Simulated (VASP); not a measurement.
Write the native input for VASP 6.6.1 that does the following.

| Item | Value |
| --- | --- |
| Task | single point |
| Functional | LDA |
| Potentials or basis | VASP PAW LDA potentials, release 64 (Mg, Au) |
| Cutoff | 520 eV |
| k mesh | 2 × 2 × 2 |
| Occupations | fermi-dirac, width 0.05 eV |
| Spin | no spin polarisation |
| Dipole correction | no |
| Further INCAR settings | LREAL = Auto; ALGO = Fast; EDIFF = 1e-06; NBANDS = 72 |

The structure of Mg16Au7 (a cell with a defect) lies in POSCAR:

```
Mg16Au7
1.0
    6.1351573700      0.0000000000      0.0000000000
    0.0000000000      9.0712827400      0.0000000000
    0.0000000000      0.0000000000      8.2845697200
Mg Au
16 7
Direct
    0.8308937640      0.1183388315      0.0557765841
    0.7547791720      0.3757737574      0.5692681889
    0.3524739252      0.1495078523      0.4568924070
    0.1040602484      0.3757728755      0.9198204925
    0.4385432741      0.1146319688      0.8247574987
    0.0379760430      0.3757715527      0.2753684352
    0.9594308092      0.0934840225      0.6832277585
    0.5252091847      0.3757728755      0.1747901278
    0.8308887112      0.6332026203      0.0557776705
    0.6487717853      0.8757721733      0.5369890230
    0.3524752292      0.6020387807      0.4568910792
    0.1447780304      0.8757729450      0.9610703113
    0.4385393622      0.6369136720      0.8247552053
    0.0640734991      0.8757739371      0.3315036378
    0.9594368400      0.6580610671      0.6832278792
    0.5383235997      0.8757707402      0.1823195472
    0.2596833144      0.1283495437      0.1348779765
    0.3453102948      0.3757727653      0.6674700301
    0.7856947604      0.1256102398      0.3747923073
    0.2596792395      0.6231942231      0.1348774937
    0.2516315242      0.8757747088      0.6419029811
    0.7856985093      0.6259354011      0.3747937557
    0.7213376501      0.8757711812      0.8642343830
```

One way to write it, as run:

INCAR

```
SYSTEM = Mg16Au7
PREC     = Accurate       ! precision mode
ENCUT    = 520            ! plane-wave cutoff, eV
EDIFF    = 1E-6           ! SCF threshold, eV
ISMEAR   = -1             ! smearing method
SIGMA    = 0.05           ! smearing width, eV
LREAL    = Auto         
LASPH    = .True.         ! aspherical terms in the spheres
NELM     = 100            ! most SCF steps
ALGO     = Fast           ! electronic algorithm
ISIF     = 2              ! what is computed and relaxed
LWAVE    = .False.        ! write WAVECAR
LCHARG   = .False.        ! write CHGCAR
NBANDS   = 72             ! bands
```

KPOINTS

```
regular mesh
0
Gamma
  2 2 2
  0 0 0
```

Potentials or basis: VASP PAW LDA potentials, release 64 (Mg, Au).

The run is started by

```sh
$ cat potpaw_LDA.64/Mg/POTCAR potpaw_LDA.64/Au/POTCAR > POTCAR
$ mpirun -np 1 vasp_std > vasp.out
```

Results of the run:

```json
{
 "Pressure": "-3.2 GPa",
 "Largest force": "0.723 eV/Å",
 "Band gap on the k mesh": "none (metal or under the smearing width)"
}
```

Caveat: the k mesh is coarse (spacing up to 0.51 Å⁻¹), so the values aren't converged.

It took 2.9 min on 1 thread of Intel(R) Xeon(R) 6975P-C (Granite Rapids), with other jobs on the host, peak memory 0.45 GiB.
